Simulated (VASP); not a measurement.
Consider the following.

```
CdZnSe2
1.0
    2.04108     1.17842     6.73043
   -2.04108     1.17842     6.73043
    0.00000    -2.35684     6.73043
Zn Cd Se
1 1 2
Direct
  0.49922   0.49922   0.49922
  0.00211   0.00211   0.00211
  0.13045   0.13045   0.13045
  0.61821   0.61821   0.61821
```

The numbers are results of LDA (Ceperley-Alder, Perdew-Zunger) with spin-orbit coupling, VASP's LDA PAW potentials (set 64) (plane waves; VASP), not measurements. Settings: 400 eV cut-off, 6×6×6 Γ-centred mesh, Gaussian smearing of 0.050 eV, potentials Zn Cd Se.

Problem. Give the energies of bands 27 to 40 at the high-symmetry points, in eV from the valence-band maximum.

Solution. 
| band | Γ | T | H2 | L | S0 | F |
|---|---|---|---|---|---|---|
| 27 | -1.33 | -3.28 | -4.68 | -4.46 | -4.66 | -4.79 |
| 28 | -1.33 | -3.28 | -4.60 | -4.46 | -4.57 | -4.79 |
| 29 | -1.09 | -1.12 | -3.35 | -2.76 | -3.47 | -2.53 |
| 30 | -1.09 | -1.12 | -3.24 | -2.76 | -3.35 | -2.53 |
| 31 | -0.48 | -0.88 | -2.92 | -2.63 | -2.88 | -2.37 |
| 32 | -0.48 | -0.88 | -2.88 | -2.63 | -2.82 | -2.37 |
| 33 | -0.13 | -0.54 | -1.95 | -2.10 | -2.04 | -1.22 |
| 34 | -0.13 | -0.54 | -1.92 | -2.10 | -2.00 | -1.22 |
| 35 | 0.00 | -0.29 | -1.83 | -1.48 | -1.81 | -0.93 |
| 36 | 0.00 | -0.29 | -1.82 | -1.48 | -1.80 | -0.93 |
| 37 | 0.48 | 1.80 | 3.43 | 2.96 | 3.33 | 2.00 |
| 38 | 0.48 | 1.80 | 3.47 | 2.96 | 3.35 | 2.00 |
| 39 | 2.23 | 2.64 | 3.65 | 3.79 | 4.17 | 2.56 |
| 40 | 2.23 | 2.64 | 3.67 | 3.79 | 4.24 | 2.56 |

The gap is direct, 0.48 eV, from the valence maximum at Γ to the conduction minimum at Γ.

The structure comes from a computed database's ZnCdSe2 entry (R3m); how it stands against other phases isn't given here. It was relaxed first, which changed the volume by -9 %.
